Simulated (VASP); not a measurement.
Level of theory: PBE GGA, VASP's PBE PAW potentials (set 64) (plane waves; VASP 6.6.1).

Input for VASP

### INCAR
```
SYSTEM = C32HSi32
PREC = Normal
ENCUT = 400
EDIFF = 1E-5
NELM = 100
ALGO = Fast
LREAL = Auto
LASPH = .TRUE.
ISMEAR = 0
SIGMA = 0.05
GGA = PE
LWAVE = .FALSE.
LCHARG = .FALSE.
NELMIN = 4
ISYM = 0
NELECT = 256.0
IBRION = 2
ISIF = 2
NSW = 60
EDIFFG = -0.03
```

POSCAR:
```
C32HSi32
1
    8.7583314355     0.0000000000     0.0000000000
    0.0000000000     8.7583314355    -0.0000000000
   -0.0000000000    -0.0000000000     8.7583314355
Si C H
32 32 1
Direct
  0.5003500000   0.0014320000  -0.0014390000
  0.7474240000   0.2479860000  -0.0030860000
  0.7510260000  -0.0015240000   0.2512130000
 -0.0016570000  -0.0005840000  -0.0014900000
  0.2503070000   0.2519290000  -0.0013320000
  0.5032750000   0.5011860000   0.0027720000
  0.7510560000   0.7503980000  -0.0009530000
  0.2484120000  -0.0014330000   0.2497090000
  0.4984720000   0.2496880000   0.2479730000
  0.7498870000   0.4990520000   0.2514290000
  0.4991300000   0.0011570000   0.4988980000
  0.7469830000   0.2482290000   0.5032450000
  0.7515410000  -0.0001710000   0.7506650000
 -0.0023950000   0.4972480000  -0.0025510000
  0.2512500000   0.7502820000   0.0014260000
  0.0015570000   0.2498640000   0.2523540000
  0.2509200000   0.4990780000   0.2503640000
  0.5019610000   0.7532480000   0.2524150000
  0.0029450000   0.0019790000   0.4998970000
  0.2470660000   0.2527000000   0.5009650000
  0.4980000000   0.5015870000   0.5010400000
  0.7531410000   0.7495560000   0.4970420000
  0.2502800000   0.0023220000   0.7477300000
  0.4989040000   0.2470050000   0.7525050000
  0.7513410000   0.5023490000   0.7515630000
 -0.0012810000   0.7494470000   0.2525950000
  0.0032450000   0.4990900000   0.4979700000
  0.2513680000   0.7498800000   0.4985350000
 -0.0019540000   0.2522830000   0.7523970000
  0.2502710000   0.4972170000   0.7523180000
  0.5032020000   0.7517270000   0.7489200000
 -0.0031270000   0.7469420000   0.7516700000
  0.6250750000   0.1277040000   0.1277270000
  0.8745930000   0.3717650000   0.1247030000
  0.8756250000   0.1217250000   0.3754050000
  0.1263290000   0.1245900000   0.1226390000
  0.3730870000   0.3742290000   0.1280030000
  0.6273790000   0.6241610000   0.1221940000
  0.8731080000   0.8743570000   0.1247860000
  0.3774810000   0.1255930000   0.3735100000
  0.6229450000   0.3750970000   0.3721600000
  0.8766980000   0.6263150000   0.3763020000
  0.6255010000   0.1238010000   0.6246230000
  0.8731460000   0.3763180000   0.6260350000
  0.8720200000   0.1220590000   0.8729290000
  0.1253670000   0.6228520000   0.1281110000
  0.3733750000   0.8779360000   0.1273340000
  0.1266840000   0.3761030000   0.3778480000
  0.3729110000   0.6228810000   0.3765530000
  0.6253000000   0.8721770000   0.3749230000
  0.1246920000   0.1230600000   0.6227790000
  0.3725460000   0.3744090000   0.6218980000
  0.6248550000   0.6234500000   0.6260470000
  0.8719570000   0.8721300000   0.6281630000
  0.3733510000   0.1263210000   0.8777220000
  0.6235610000   0.3766590000   0.8726470000
  0.8740310000   0.6265600000   0.8725190000
  0.1226170000   0.8776160000   0.3770570000
  0.1232150000   0.6272560000   0.6282010000
  0.3772960000   0.8775610000   0.6221940000
  0.1237250000   0.3734810000   0.8745240000
  0.3752390000   0.6268920000   0.8731480000
  0.6280860000   0.8763800000   0.8773430000
  0.1236560000   0.8751150000   0.8726350000
  0.2532890000   0.5000190000   0.5022640000
```

KPOINTS:
```
Automatic mesh
0
Gamma
1 1 1
0 0 0
```

POTCAR, in this order: Si C H (PBE.64 set). Program: vasp_gam.

The run wrote:

File OUTCAR:
```
 ion  position               nearest neighbor table
   1  0.500  0.001  0.999-  55 1.89  63 1.89  47 1.92  33 1.92  24 3.04   2 3.06   9 3.08  13 3.09
                            31 3.09  15 3.10   5 3.10  23 3.10   7 3.11  18 3.11   8 3.12   3 3.12
   2  0.747  0.248  0.997-  33 1.89  45 1.89  56 1.91  34 1.92  24 3.05   1 3.06  13 3.06  29 3.07
                             6 3.08  14 3.09   4 3.09  25 3.10   9 3.10   3 3.12  10 3.13
   3  0.751  0.998  0.251-  35 1.88  39 1.88  50 1.90  33 1.92  18 3.06  22 3.06  26 3.08  11 3.09
                             4 3.10   7 3.10  19 3.10  12 3.11  16 3.11   1 3.12   9 3.12   2 3.12
   4  0.998  0.999  0.999-  45 1.89  64 1.90  39 1.90  36 1.91  13 3.06   7 3.07  29 3.09  32 3.09
                             2 3.09   3 3.10   8 3.10  15 3.11  23 3.11  26 3.12  16 3.12   5 3.12
   5  0.250  0.252  0.999-  55 1.87  61 1.88  37 1.89  36 1.90  30 3.04  24 3.06   9 3.08  14 3.08
                            29 3.09  17 3.09   1 3.10  23 3.10   6 3.11  16 3.11   8 3.12   4 3.12
   6  0.503  0.501  0.003-  38 1.85  56 1.90  37 1.93  62 1.94  10 3.07   9 3.08   7 3.08   2 3.08
                            25 3.09  17 3.10  15 3.10  18 3.11   5 3.11  30 3.12  31 3.12  24 3.12
   7  0.751  0.750  0.999-  63 1.87  39 1.88  38 1.89  57 1.89  32 3.05  25 3.07   4 3.07   6 3.08
                            13 3.08  31 3.08  14 3.09   3 3.10  26 3.10   1 3.11  18 3.11  10 3.12
   8  0.248  0.999  0.250-  47 1.86  58 1.89  36 1.90  40 1.92  19 3.07  15 3.08  28 3.08  16 3.09
                            26 3.09  18 3.09  11 3.10   9 3.10   4 3.10   1 3.12   5 3.12  20 3.13
   9  0.498  0.250  0.248-  33 1.87  37 1.87  40 1.87  41 1.89   6 3.08  17 3.08   5 3.08   1 3.08
                            11 3.09   2 3.10  10 3.10   8 3.10   3 3.12  12 3.12  20 3.12  21 3.13
  10  0.750  0.499  0.251-  41 1.88  38 1.91  34 1.92  42 1.92   6 3.07  22 3.07  26 3.09  27 3.10
                             9 3.10  16 3.10  21 3.11  14 3.11  18 3.11  12 3.11   7 3.12   2 3.13
  11  0.499  0.001  0.499-  60 1.86  40 1.88  43 1.90  50 1.92  18 3.06  12 3.07  23 3.08  28 3.09
                             9 3.09  31 3.09  24 3.09   3 3.09   8 3.10  20 3.12  13 3.12  22 3.13
  12  0.747  0.248  0.503-  43 1.86  44 1.91  41 1.93  35 1.94  11 3.07  13 3.07  24 3.08  29 3.10
                             3 3.11  19 3.11  21 3.11  25 3.11  10 3.11   9 3.12  16 3.13  27 3.14
...
```

OSZICAR:
```
...
  27 F= -.48823327E+03 E0= -.48823327E+03  d E =-.344195E+00
       N       E                     dE             d eps       ncg     rms          rms(c)
DAV:   1    -0.488246351219E+03   -0.13083E-01   -0.18030E+00   332   0.353E+00    0.361E-01
RMM:   2    -0.488246642262E+03   -0.29104E-03   -0.33426E-02   324   0.442E-01    0.168E-01
RMM:   3    -0.488246154082E+03    0.48818E-03   -0.60968E-03   324   0.178E-01    0.727E-02
RMM:   4    -0.488246214112E+03   -0.60030E-04   -0.13127E-03   328   0.784E-02    0.357E-02
RMM:   5    -0.488246233483E+03   -0.19371E-04   -0.23517E-04   345   0.332E-02    0.124E-02
RMM:   6    -0.488246237177E+03   -0.36938E-05   -0.40454E-05   233   0.143E-02
  28 F= -.48824624E+03 E0= -.48824624E+03  d E =-.357162E+00
       N       E                     dE             d eps       ncg     rms          rms(c)
DAV:   1    -0.488314060520E+03   -0.67827E-01   -0.13138E+00   340   0.311E+00    0.314E-01
RMM:   2    -0.488315113872E+03   -0.10534E-02   -0.27241E-02   324   0.405E-01    0.152E-01
RMM:   3    -0.488314974627E+03    0.13924E-03   -0.49224E-03   326   0.161E-01    0.758E-02
RMM:   4    -0.488315014143E+03   -0.39516E-04   -0.10851E-03   330   0.708E-02    0.316E-02
RMM:   5    -0.488315029578E+03   -0.15435E-04   -0.18515E-04   342   0.306E-02    0.126E-02
RMM:   6    -0.488315032460E+03   -0.28817E-05   -0.33241E-05   222   0.133E-02
  29 F= -.48831503E+03 E0= -.48831503E+03  d E =-.687953E-01
       N       E                     dE             d eps       ncg     rms          rms(c)
DAV:   1    -0.488383798572E+03   -0.68769E-01   -0.94906E+00   324   0.835E+00    0.853E-01
RMM:   2    -0.488391561034E+03   -0.77625E-02   -0.19808E-01   324   0.109E+00    0.415E-01
RMM:   3    -0.488390475077E+03    0.10860E-02   -0.35505E-02   325   0.435E-01    0.206E-01
RMM:   4    -0.488390815521E+03   -0.34044E-03   -0.82577E-03   330   0.193E-01    0.868E-02
RMM:   5    -0.488390920343E+03   -0.10482E-03   -0.13366E-03   341   0.825E-02    0.340E-02
RMM:   6    -0.488390943787E+03   -0.23444E-04   -0.25766E-04   338   0.360E-02    0.107E-02
RMM:   7    -0.488390947107E+03   -0.33198E-05   -0.45266E-05   250   0.160E-02
  30 F= -.48839095E+03 E0= -.48839095E+03  d E =-.144710E+00
       N       E                     dE             d eps       ncg     rms          rms(c)
DAV:   1    -0.488416680811E+03   -0.25737E-01   -0.11417E+00   360   0.284E+00    0.288E-01
RMM:   2    -0.488416787465E+03   -0.10665E-03   -0.20972E-02   324   0.352E-01    0.129E-01
RMM:   3    -0.488416584034E+03    0.20343E-03   -0.46380E-03   326   0.147E-01    0.607E-02
RMM:   4    -0.488416664806E+03   -0.80772E-04   -0.10815E-03   345   0.636E-02    0.336E-02
RMM:   5    -0.488416670256E+03   -0.54501E-05   -0.12425E-04   327   0.267E-02    0.134E-02
RMM:   6    -0.488416673745E+03   -0.34893E-05   -0.33813E-05   221   0.130E-02
  31 F= -.48841667E+03 E0= -.48841667E+03  d E =-.257266E-01
       N       E                     dE             d eps       ncg     rms          rms(c)
DAV:   1    -0.488427577940E+03   -0.10908E-01   -0.16661E+00   324   0.343E+00    0.349E-01
RMM:   2    -0.488427779941E+03   -0.20200E-03   -0.30822E-02   324   0.427E-01    0.157E-01
RMM:   3    -0.488427483891E+03    0.29605E-03   -0.67543E-03   326   0.178E-01    0.743E-02
RMM:   4    -0.488427598035E+03   -0.11414E-03   -0.15583E-03   342   0.770E-02    0.406E-02
RMM:   5    -0.488427608513E+03   -0.10478E-04   -0.19551E-04   331   0.328E-02    0.156E-02
RMM:   6    -0.488427613625E+03   -0.51114E-05   -0.49724E-05   247   0.156E-02
  32 F= -.48842761E+03 E0= -.48842761E+03  d E =-.366665E-01
       N       E                     dE             d eps       ncg     rms          rms(c)
DAV:   1    -0.488444254752E+03   -0.16646E-01   -0.10884E+00   324   0.282E+00    0.272E-01
RMM:   2    -0.488444727437E+03   -0.47268E-03   -0.18303E-02   324   0.332E-01    0.124E-01
RMM:   3    -0.488444621315E+03    0.10612E-03   -0.40674E-03   328   0.137E-01    0.624E-02
RMM:   4    -0.488444674454E+03   -0.53139E-04   -0.93370E-04   344   0.599E-02    0.302E-02
RMM:   5    -0.488444681781E+03   -0.73265E-05   -0.11006E-04   327   0.245E-02    0.948E-03
RMM:   6    -0.488444684451E+03   -0.26705E-05   -0.26107E-05   214   0.112E-02
  33 F= -.48844468E+03 E0= -.48844468E+03  d E =-.170708E-01
       N       E                     dE             d eps       ncg     rms          rms(c)
DAV:   1    -0.488450835818E+03   -0.61540E-02   -0.11938E+00   324   0.295E+00    0.286E-01
RMM:   2    -0.488451376326E+03   -0.54051E-03   -0.20263E-02   324   0.349E-01    0.131E-01
RMM:   3    -0.488451258859E+03    0.11747E-03   -0.44507E-03   328   0.144E-01    0.656E-02
RMM:   4    -0.488451315565E+03   -0.56706E-04   -0.10239E-03   343   0.629E-02    0.315E-02
RMM:   5    -0.488451324213E+03   -0.86480E-05   -0.12446E-04   331   0.258E-02    0.101E-02
RMM:   6    -0.488451326937E+03   -0.27247E-05   -0.26364E-05   216   0.117E-02
  34 F= -.48845133E+03 E0= -.48845133E+03  d E =-.237133E-01
       N       E                     dE             d eps       ncg     rms          rms(c)
DAV:   1    -0.488457839765E+03   -0.65156E-02   -0.69938E-01   324   0.225E+00    0.216E-01
RMM:   2    -0.488457922112E+03   -0.82347E-04   -0.11422E-02   324   0.264E-01    0.997E-02
RMM:   3    -0.488457764016E+03    0.15810E-03   -0.26663E-03   327   0.110E-01    0.464E-02
RMM:   4    -0.488457801883E+03   -0.37867E-04   -0.65495E-04   344   0.485E-02    0.247E-02
RMM:   5    -0.488457805628E+03   -0.37449E-05   -0.74296E-05   298   0.200E-02
  35 F= -.48845781E+03 E0= -.48845781E+03  d E =-.647869E-02
       N       E                     dE             d eps       ncg     rms          rms(c)
DAV:   1    -0.488458050682E+03   -0.24880E-03   -0.36823E-02   384   0.515E-01    0.498E-02
RMM:   2    -0.488458056856E+03   -0.61740E-05   -0.62592E-04   324   0.617E-02    0.230E-02
RMM:   3    -0.488458050632E+03    0.62243E-05   -0.15214E-04   328   0.262E-02    0.110E-02
RMM:   4    -0.488458052633E+03   -0.20006E-05   -0.33323E-05   231   0.115E-02
  36 F= -.48845805E+03 E0= -.48845805E+03  d E =-.672570E-02
       N       E                     dE             d eps       ncg     rms          rms(c)
DAV:   1    -0.488459783176E+03   -0.17325E-02   -0.14446E-01   324   0.102E+00    0.958E-02
RMM:   2    -0.488459847565E+03   -0.64389E-04   -0.22930E-03   324   0.119E-01    0.447E-02
RMM:   3    -0.488459832443E+03    0.15122E-04   -0.47365E-04   328   0.478E-02    0.227E-02
RMM:   4    -0.488459836550E+03   -0.41070E-05   -0.11331E-04   334   0.212E-02    0.976E-03
RMM:   5    -0.488459837799E+03   -0.12487E-05   -0.14321E-05   201   0.874E-03
  37 F= -.48845984E+03 E0= -.48845984E+03  d E =-.178517E-02
       N       E                     dE             d eps       ncg     rms          rms(c)
DAV:   1    -0.488460221281E+03   -0.38473E-03   -0.79946E-02   324   0.757E-01    0.714E-02
RMM:   2    -0.488460258853E+03   -0.37571E-04   -0.12813E-03   324   0.886E-02    0.331E-02
RMM:   3    -0.488460251800E+03    0.70527E-05   -0.26906E-04   329   0.358E-02    0.168E-02
RMM:   4    -0.488460253971E+03   -0.21714E-05   -0.61061E-05   271   0.158E-02
  38 F= -.48846025E+03 E0= -.48846025E+03  d E =-.220134E-02
       N       E                     dE             d eps       ncg     rms          rms(c)
DAV:   1    -0.488460782594E+03   -0.53079E-03   -0.51404E-02   328   0.606E-01    0.602E-02
RMM:   2    -0.488460809987E+03   -0.27394E-04   -0.93578E-04   324   0.756E-02    0.288E-02
RMM:   3    -0.488460805159E+03    0.48282E-05   -0.19906E-04   328   0.307E-02    0.147E-02
RMM:   4    -0.488460807430E+03   -0.22709E-05   -0.48476E-05   247   0.136E-02
  39 F= -.48846081E+03 E0= -.48846081E+03  d E =-.553459E-03
```

**OUTCAR**
```
------------------------ aborting loop because EDIFF is reached ----------------------------------------
  FORCE on cell =-STRESS in cart. coord.  units (eV):
  Direction    XX          YY          ZZ          XY          YZ          ZX
  --------------------------------------------------------------------------------------
  Total      -11.1086191    -12.6465417    -11.9927411      1.9957964      1.7863641     -2.1655904
  in kB      -26.4914988    -30.1590902    -28.5999263      4.7595150      4.2600671     -5.1644344
  external PRESSURE =     -28.4168384 kB  Pullay stress =       0.0000000 kB
  volume of cell :      671.84
      direct lattice vectors                 reciprocal lattice vectors
     8.758331436  0.000000000  0.000000000     0.114176999  0.000000000  0.000000000
     0.000000000  8.758331436  0.000000000     0.000000000  0.114176999  0.000000000
     0.000000000  0.000000000  8.758331436     0.000000000  0.000000000  0.114176999
  FREE ENERGIE OF THE ION-ELECTRON SYSTEM (eV)
  ---------------------------------------------------
  free  energy   TOTEN  =      -488.4608074301 eV

  energy  without entropy=     -488.4608074301  energy(sigma->0) =     -488.46080743

 reached required accuracy - stopping structural energy minimisation
```
(Selected blocks of OUTCAR.)

CONTCAR:
```
C32HSi32
   1.00000000000000
     8.7583314355000006    0.0000000000000000    0.0000000000000000
     0.0000000000000000    8.7583314355000006    0.0000000000000000
     0.0000000000000000    0.0000000000000000    8.7583314355000006
  Si              C               H
    32    32     1
Direct
     0.4988103697319368    0.0012966296598215    0.9983692207831579
     0.7482791252574438    0.2500755433543539    0.9992027863172439
     0.7489702566366858    0.0003446505944038    0.2489382677023836
     0.9982633669468660    0.0002700178678673    0.9996510160419617
     0.2484480761871667    0.2500807938866881    0.0005414221084937
     0.4988644726984516    0.5006230254719823    0.0006150124161829
     0.7488693486219824    0.7508939002622909    0.9995083428213077
     0.2482549645174438    0.9995716807762643    0.2487736285597047
     0.4984896421470337    0.2494854184352624    0.2487820016590098
     0.7504907731946316    0.5010382054362622    0.2479192143906152
     0.4986621384870918    0.9998754414691304    0.4992455157255992
     0.7508008091992869    0.2495494124640988    0.4993455364433504
     0.7479346241142433    0.0007841694024334    0.7496387293166027
     0.9977218013456245    0.5008739589493988    0.0009848302797257
     0.2482088269542524    0.7513890620002308    0.0003696701207154
     0.9982776551177137    0.2499633342151955    0.2486718757651957
     0.2493340261860503    0.4996025108868887    0.2486333034820254
     0.4997129589307909    0.7520769783521799    0.2480655555641506
     0.9980471907343965    0.9990155346015814    0.4991109399010601
     0.2432863913286189    0.2421905832210802    0.4960378082343440
     0.5141135303829423    0.5068911153039122    0.4916445082642635
     0.7503189671070934    0.7518897803072954    0.4987380602714287
     0.2485736451337336    0.9998205936904840    0.7495543980483382
     0.5016925391596734    0.2508858602545490    0.7503774275278381
     0.7507661972547353    0.5005021671729558    0.7502453558942958
     0.9990839889286323    0.7502088204947440    0.2496249571140709
     0.9982663950392537    0.4998516198937791    0.5000383047202801
     0.2494265175454231    0.7513880898690722    0.5003644661986144
     0.9978932360794518    0.2494708776844779    0.7500836854330221
     0.2422013105079013    0.5036998569187331    0.7599062888262912
     0.4984908813536699    0.7507292723315394    0.7499145977238579
     0.9981194164509609    0.7515011624834904    0.7500909367004631
     0.6234572690563513    0.1253337838054563    0.1240053158057997
     0.8730121684374813    0.3752567818789456    0.1238657940440113
     0.8742324606722568    0.1247187585282394    0.3741381632253407
     0.1236529831634118    0.1249281316638604    0.1244216667336221
     0.3741465823854150    0.3748544841004473    0.1246625882245208
     0.6240289664102117    0.6255715588146833    0.1244208411103536
     0.8738605260493816    0.8751875602074747    0.1246365204767840
     0.3736754494697794    0.1240786495075042    0.3741126858105483
     0.6265657896574890    0.3737755126712886    0.3729901350317162
     0.8741970848358066    0.6251767081952537    0.3747220250707901
     0.6223948391529580    0.1273604896572247    0.6233877141866677
     0.8741680559879371    0.3748538531674158    0.6249869673463972
     0.8728636764686633    0.1251077800030043    0.8745914097378418
     0.1242279704928414    0.6251361711194378    0.1250926369151675
     0.3736730291615387    0.8765420107744767    0.1234522966593684
     0.1237643498293983    0.3746299248878059    0.3745702506495410
     0.3760350147210216    0.6250068789087350    0.3747191430278857
     0.6240234594387279    0.8758226020152259    0.3744372077955507
     0.1223358785618681    0.1231519424721735    0.6251210229477453
     0.3658122568376649    0.3775679581403771    0.6215450418191549
     0.6261808289949314    0.6260717488371408    0.6254898810364770
     0.8728447577217834    0.8760873882914606    0.6245842488755572
     0.3732830234007475    0.1282600364280229    0.8718775963320461
     0.6229508490079546    0.3768520457765929    0.8734321960191551
     0.8741407075426656    0.6257742877559030    0.8750428330913766
     0.1242845229932885    0.8745439196177597    0.3748139248028143
     0.1238758791268345    0.6250967459030481    0.6258297093944992
     0.3742299192195576    0.8753375372290848    0.6249657752406633
     0.1218129978310634    0.3742212726133889    0.8772630630040827
     0.3738146593854497    0.6254952177807012    0.8759899475918925
     0.6233174718768404    0.8755511079168280    0.8742398264507307
     0.1237643419559294    0.8758033073271949    0.8748381513332638
     0.3183387868715716    0.4687247762913675    0.5464507558530389
```

At this cut-off the stress carries a Pulay error, which pulls relaxed volumes low. The cell is charged, with a uniform compensating background. The supercell is sampled at Γ alone, which is coarse: total energies, pressure and levels can be off, energies of defects by several tenths of an eV.

The cell is a supercell with a defect, built from SiC (zinc blende): H between interstitial sites, charge +1. The run is not spin-polarised, so no state with unpaired spins was tried.
